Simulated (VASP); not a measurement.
Here is a VASP 6.6.1 calculation.

INCAR

```
PREC = Accurate ; ENCUT = 520
EDIFF = 1E-6 ; ISMEAR = 0
SIGMA = 0.01 ; LREAL = False
LASPH = True ; NELM = 100
ALGO = Normal ; ISIF = 2
LWAVE = False ; LCHARG = False
GGA = PS ; NBANDS = 26
```

File KPOINTS:

```
Automatic mesh
0
Gamma
  8 8 1
```

Contents of POSCAR:

```
CdHgS2
1.0
    4.1808544799      0.0000000000      0.0000000000
    0.0000000000      4.1808544799      0.0000000000
    0.0000000000      0.0000000000      5.8842973378
Cd S Hg
1 2 1
Direct
    0.0000000000      0.0000000000      0.0000000000
    0.0000000000      0.5000000000      0.2465594816
    0.5000000000      0.0000000000      0.7534405184
    0.5000000000      0.5000000000      0.5000000000
```

Potentials or basis: VASP PAW PBE potentials, release 64 (Cd, S, Hg).

The run is started by

```bash
$ cat potpaw_PBE.64/Cd/POTCAR potpaw_PBE.64/S/POTCAR potpaw_PBE.64/Hg/POTCAR > POTCAR
$ mpirun -np 1 vasp_std > vasp.out
```

(1) Estimate the band gap on the k mesh.

(2) Predict the largest force.

(3) What does it give for the pressure?

Answers

(1) 0.17 eV, direct.

(2) 0.041 eV/Å.

(3) -1.3 GPa.

Caveat: the k mesh is coarse (spacing up to 1.07 Å⁻¹), so the values aren't converged; the PAW data sets were made with another functional, which shifts forces and pressure a little; spin-orbit coupling is left out, which moves the levels of the heavy elements.
